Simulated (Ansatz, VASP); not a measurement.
# TeWS4: VASP beside Ansatz

```xyz
6
Lattice="0.0000 4.0373 4.0373 4.0373 0.0000 4.0373 4.0373 4.0373 0.0000" Properties=species:S:1:pos:R:3 pbc="T T T"
Te    6.0559    6.0559    6.0559
W     0.0000    0.0000    0.0000
S     5.0477    5.0477    3.0268
S     3.0268    5.0477    5.0477
S     3.0268    3.0268    3.0268
S     5.0477    3.0268    5.0477
```

Change from the starting cell: species swapped into the TmInCu4 type (F-43m, No. 216).

Alike in both runs: task single point; functional PBE; k mesh 4 × 4 × 4; occupations gaussian, width 0.1 eV; no spin polarisation.

```csv
,VASP,Ansatz
version,VASP 6.6.1,Ansatz 0.2.0
potentials or method,"VASP PAW PBE potentials, release 64 (Te, W_sv, S)","scalar-relativistic, plane waves, PAW"
plane-wave cutoff (eV),520,420
valence electrons in the cell,44,54
```

Ansatz gave:

| Quantity | Value |
| --- | --- |
| gap on the k mesh at the Fermi level (eV) | none |
| pressure (GPa) | -13.3 |
| rms of the force components (eV/Å) | 0.129 |

Task: Which values does VASP return?

Result: gap on the k mesh at the Fermi level (eV): none; pressure (GPa): -13.4; rms of the force components (eV/Å): 0.129.

Atom by atom the forces differ by 0.000 eV/Å (rms over components). A gap of «none» marks a metal or a gap that the smearing closes. The two sets of potentials don't hold the same shells in valence.

The runs have no spin-orbit coupling, so splittings on Te, W are missing.
